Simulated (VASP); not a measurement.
Calculation: LDA (Ceperley-Alder, Perdew-Zunger), VASP's LDA PAW potentials (set 64) (plane waves; VASP 6.6.1).

The input files of a VASP run:

**KPOINTS**
```
K-points
0
G
13 13 11
```

POSCAR:
```
TaN
1
    2.9399400000     0.0000000000     0.0000000000
   -1.4699700000     2.5460630000     0.0000000000
    0.0000000000     0.0000000000     2.8901800000
Ta N
1 1
Direct
  0.0000000000   0.0000000000   0.5000000000
  0.6666670000   0.3333330000   0.0000000000
```

**INCAR**
```
SYSTEM = TaN
PREC = Accurate; ENCUT = 520; LREAL = .FALSE.
LASPH = .TRUE.
EDIFF = 1E-6; NELM = 100; ALGO = Normal
LMAXMIX = 6
ISMEAR = 1; SIGMA = 0.1
IBRION = 2; NSW = 60; ISIF = 3
EDIFFG = -0.01
LWAVE = .FALSE.; LCHARG = .FALSE.
```

POTCAR, in this order: Ta_pv N (LDA.64 set). Program: vasp_std.

The run wrote:

File OSZICAR:
```
       N       E                     dE             d eps       ncg     rms          rms(c)
DAV:   1     0.911891354271E+02    0.91189E+02   -0.94209E+03  3032   0.139E+03
DAV:   2    -0.236486209788E+02   -0.11484E+03   -0.10972E+03  3492   0.334E+02
DAV:   3    -0.272217759186E+02   -0.35732E+01   -0.35336E+01  3720   0.567E+01
DAV:   4    -0.272571737671E+02   -0.35398E-01   -0.35336E-01  3396   0.560E+00
DAV:   5    -0.272575757078E+02   -0.40194E-03   -0.40172E-03  3692   0.491E-01    0.233E+01
DAV:   6    -0.248650741779E+02    0.23925E+01   -0.89624E+00  3464   0.292E+01    0.101E+01
DAV:   7    -0.247348113782E+02    0.13026E+00   -0.53494E-01  3396   0.633E+00    0.666E+00
DAV:   8    -0.246982578609E+02    0.36554E-01   -0.14026E-01  3364   0.368E+00    0.869E-01
DAV:   9    -0.246946609037E+02    0.35970E-02   -0.13597E-02  3428   0.986E-01    0.234E-01
DAV:  10    -0.246944661711E+02    0.19473E-03   -0.80976E-04  3592   0.350E-01    0.526E-02
DAV:  11    -0.246944424007E+02    0.23770E-04   -0.81353E-05  3412   0.907E-02    0.154E-02
DAV:  12    -0.246944426844E+02   -0.28371E-06   -0.35738E-06  3364   0.195E-02
   1 F= -.24694443E+02 E0= -.24694457E+02  d E =-.246944E+02
       N       E                     dE             d eps       ncg     rms          rms(c)
DAV:   1    -0.253344485190E+02   -0.64001E+00   -0.27943E+01  3088   0.704E+01    0.110E+01
DAV:   2    -0.247242852889E+02    0.61016E+00   -0.82412E-01  3052   0.112E+01    0.452E+00
DAV:   3    -0.245445312280E+02    0.17975E+00   -0.47824E-01  3252   0.874E+00    0.901E-01
DAV:   4    -0.245449771986E+02   -0.44597E-03   -0.61371E-03  3600   0.896E-01    0.507E-01
DAV:   5    -0.245451293456E+02   -0.15215E-03   -0.20153E-03  3620   0.468E-01    0.760E-02
DAV:   6    -0.245451532303E+02   -0.23885E-04   -0.65984E-05  3560   0.856E-02    0.333E-02
DAV:   7    -0.245451527119E+02    0.51833E-06   -0.52498E-06  3472   0.205E-02
   2 F= -.24545153E+02 E0= -.24545233E+02  d E =0.149290E+00
       N       E                     dE             d eps       ncg     rms          rms(c)
DAV:   1    -0.251338372401E+02   -0.58868E+00   -0.15681E+01  3088   0.559E+01    0.784E+00
DAV:   2    -0.248089166326E+02    0.32492E+00   -0.43419E-01  3064   0.760E+00    0.328E+00
DAV:   3    -0.247176516558E+02    0.91265E-01   -0.26816E-01  3256   0.602E+00    0.518E-01
DAV:   4    -0.247180075683E+02   -0.35591E-03   -0.29431E-03  3608   0.606E-01    0.292E-01
DAV:   5    -0.247181596099E+02   -0.15204E-03   -0.81489E-04  3644   0.274E-01    0.610E-02
DAV:   6    -0.247181782368E+02   -0.18627E-04   -0.37553E-05  3732   0.618E-02    0.244E-02
DAV:   7    -0.247181783466E+02   -0.10974E-06   -0.32534E-06  3340   0.157E-02
   3 F= -.24718178E+02 E0= -.24718193E+02  d E =-.237357E-01
       N       E                     dE             d eps       ncg     rms          rms(c)
DAV:   1    -0.247182550703E+02   -0.76833E-04   -0.19455E-03  3084   0.601E-01    0.857E-02
DAV:   2    -0.247182128716E+02    0.42199E-04   -0.57001E-05  3072   0.880E-02    0.349E-02
DAV:   3    -0.247182009907E+02    0.11881E-04   -0.33729E-05  3256   0.689E-02    0.667E-03
DAV:   4    -0.247182010229E+02   -0.32173E-07   -0.36074E-07  1896   0.712E-03
   4 F= -.24718201E+02 E0= -.24718216E+02  d E =-.237583E-01
```

### OUTCAR
```
------------------------ aborting loop because EDIFF is reached ----------------------------------------
  FORCE on cell =-STRESS in cart. coord.  units (eV):
  Direction    XX          YY          ZZ          XY          YZ          ZX
  --------------------------------------------------------------------------------------
  Total       -0.0162230     -0.0162230      0.0121201      0.0000000      0.0000000      0.0000000
  in kB       -1.2391042     -1.2391044      0.9257296      0.0000000      0.0000000      0.0000000
  external PRESSURE =      -0.5174930 kB  Pullay stress =       0.0000000 kB
  volume of cell :       20.98
      direct lattice vectors                 reciprocal lattice vectors
     2.912225142  0.000000000 -0.000000000     0.343380045  0.198250540  0.000000000
    -1.456112571  2.522061221 -0.000000000     0.000000000  0.396501081  0.000000000
     0.000000000  0.000000000  2.855963645     0.000000000  0.000000000  0.350144513
 POSITION                                       TOTAL-FORCE (eV/Angst)
 -----------------------------------------------------------------------------------
      0.00000      0.00000      1.42798        -0.000000      0.000000     -0.000000
      1.45611      0.84069     -0.00000         0.000000      0.000000      0.000000
 -----------------------------------------------------------------------------------
    total drift:                               -0.000907      0.000527      0.000000
  FREE ENERGIE OF THE ION-ELECTRON SYSTEM (eV)
  ---------------------------------------------------
  free  energy   TOTEN  =       -24.7182010229 eV

  energy  without entropy=      -24.7182447281  energy(sigma->0) =      -24.71821559

 reached required accuracy - stopping structural energy minimisation
```
(Selected blocks of OUTCAR.)

File CONTCAR:
```
TaN
   1.00000000000000
     2.9122251419681779    0.0000000000000000   -0.0000000000000000
    -1.4561125709840890    2.5220612211219007   -0.0000000000000000
     0.0000000000000000    0.0000000000000000    2.8559636447815753
  Ta              N
     1     1
Direct
     0.0000000000000000    0.0000000000000000    0.5000000000000000
     0.6666669999999968    0.3333330000000032    0.0000000000000000
```

Energy and stress use the plane-wave basis of the starting cell.

The structure comes from a computed database's TaN entry (P-6m2); how it stands against other phases isn't given here. This run relaxes it. Symmetry was kept, so distortions that lower it aren't found.
